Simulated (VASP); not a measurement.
Level of theory: PBEsol GGA, VASP's PBE PAW potentials (set 64) (plane waves; VASP).

VASP input:

**POSCAR**
```
CsSnI3
1
    8.5427718452     0.0000000000     0.0000000000
    0.0000000000     8.5427718452     0.0000000000
    0.0000000000     0.0000000000     6.2497182920
Cs Sn I
2 2 6
Direct
  0.0000000000   0.5000000000   0.0000000000
  0.5000000000   0.0000000000   0.0000000000
  0.5000000000   0.5000000000   0.5000000000
  0.0000000000   0.0000000000   0.5000000000
  0.8065405615   0.6934594385   0.5000000000
  0.1934594385   0.3065405615   0.5000000000
  0.3065405615   0.8065405615   0.5000000000
  0.6934594385   0.1934594385   0.5000000000
  0.5000000000   0.5000000000   0.0000000000
  0.0000000000   0.0000000000   0.0000000000
```

### KPOINTS
```
k-points along high-symmetry lines
10
Line-mode
Reciprocal
  0.000000   0.000000   0.000000 ! GAMMA
  0.000000   0.500000   0.000000 ! X

  0.000000   0.500000   0.000000 ! X
  0.500000   0.500000   0.000000 ! M

  0.500000   0.500000   0.000000 ! M
  0.000000   0.000000   0.000000 ! GAMMA

  0.000000   0.000000   0.000000 ! GAMMA
  0.000000   0.000000   0.500000 ! Z

  0.000000   0.000000   0.500000 ! Z
  0.000000   0.500000   0.500000 ! R

  0.000000   0.500000   0.500000 ! R
  0.500000   0.500000   0.500000 ! A

  0.500000   0.500000   0.500000 ! A
  0.000000   0.000000   0.500000 ! Z

  0.000000   0.500000   0.000000 ! X
  0.000000   0.500000   0.500000 ! R

  0.500000   0.500000   0.000000 ! M
  0.500000   0.500000   0.500000 ! A
```

INCAR:
```
# general
SYSTEM  = CsSnI3
PREC    = Accurate
ENCUT   = 400
LREAL   = .FALSE.   # projection in real space or not
LASPH   = .TRUE.   # aspherical one-centre terms
ICHARG  = 11   # fixed density

# electronic loop
EDIFF   = 1E-7
NELM    = 100   # most electronic steps
ALGO    = Normal   # blocked Davidson
LMAXMIX = 4   # l cut-off of mixed one-centre charges

# smearing
ISMEAR  = 0
SIGMA   = 0.05

# functional
GGA     = PS   # PBEsol

# output
LWAVE   = .FALSE.
LCHARG  = .FALSE.
LORBIT  = 11   # lm-projected
```

POTCAR, in this order: Cs_sv Sn_d I (PBE.64 set). Program: vasp_std. Read from the step before: CHGCAR.

Output

**OSZICAR**
```
       N       E                     dE             d eps       ncg     rms          rms(c)
DAV:   1     0.686565615218E+03    0.68657E+03   -0.31371E+04  9600   0.128E+03
DAV:   2     0.655973300875E+02   -0.62097E+03   -0.60582E+03 10972   0.294E+02
DAV:   3    -0.250730416477E+02   -0.90670E+02   -0.89436E+02 10812   0.133E+02
DAV:   4    -0.294464988234E+02   -0.43735E+01   -0.43590E+01 10872   0.344E+01
DAV:   5    -0.296131299009E+02   -0.16663E+00   -0.16653E+00 13432   0.658E+00
DAV:   6    -0.296164017555E+02   -0.32719E-02   -0.32710E-02 12440   0.829E-01
DAV:   7    -0.296165087542E+02   -0.10700E-03   -0.10699E-03 13976   0.133E-01
DAV:   8    -0.296165099711E+02   -0.12169E-05   -0.12168E-05 12456   0.145E-02
DAV:   9    -0.296165100095E+02   -0.38433E-07   -0.38107E-07  9188   0.230E-03
   1 F= -.29616510E+02 E0= -.29616510E+02  d E =-.362927E-06
```

### OUTCAR
```
 val. band max:        2.9726966919   @ k =   0.0000   0.0000   0.5000

 cond. band min:       3.2664359717   @ k =   0.0000   0.0000   0.5000



 k-point     1 :       0.0000    0.0000    0.0000
  band No.  band energies     occupation
      1     -18.9572      2.00000
      2     -18.9567      2.00000
      3     -18.9550      2.00000
      4     -18.9540      2.00000
      5     -18.9469      2.00000
      6     -18.9446      2.00000
      7     -18.9330      2.00000
      8     -18.9330      2.00000
      9     -18.9328      2.00000
     10     -18.9328      2.00000
     11     -18.9257      2.00000
     12     -18.9254      2.00000
     13     -10.2961      2.00000
     14      -9.8115      2.00000
     15      -9.8070      2.00000
     16      -9.8070      2.00000
     17      -9.5962      2.00000
     18      -9.5654      2.00000
     19      -5.7916      2.00000
     20      -5.7864      2.00000
     21      -5.7864      2.00000
     22      -5.7723      2.00000
     23      -5.7474      2.00000
     24      -5.7474      2.00000
     25      -4.8302      2.00000
     26      -3.3081      2.00000
     27      -1.6829      2.00000
     28      -1.6829      2.00000
     29      -1.6657      2.00000
     30      -1.3794      2.00000
     31      -0.5471      2.00000
     32       0.2304      2.00000
     33       0.2304      2.00000
     34       0.2680      2.00000
     35       0.2680      2.00000
     36       0.4554      2.00000
     37       0.6880      2.00000
     38       0.7322      2.00000
     39       0.7322      2.00000
     40       0.8640      2.00000
     41       0.9603      2.00000
     42       0.9603      2.00000
     43       1.0749      2.00000
     44       2.2472      2.00000
     45       3.9646      0.00000
     46       3.9646      0.00000
     47       5.3536      0.00000
     48       6.0959      0.00000
     49       6.3243      0.00000
     50       6.3243      0.00000
     51       6.7081      0.00000
     52       6.8789      0.00000
...
```

The density is held fixed in this step, so its total energy and stress have no physical meaning. Unless said otherwise, spin-orbit coupling is left out, though it shifts the bands of the heavy elements here.

The structure comes from a computed database's CsSnI3 entry (P4/mbm); how it stands against other phases isn't given here. It was relaxed first.
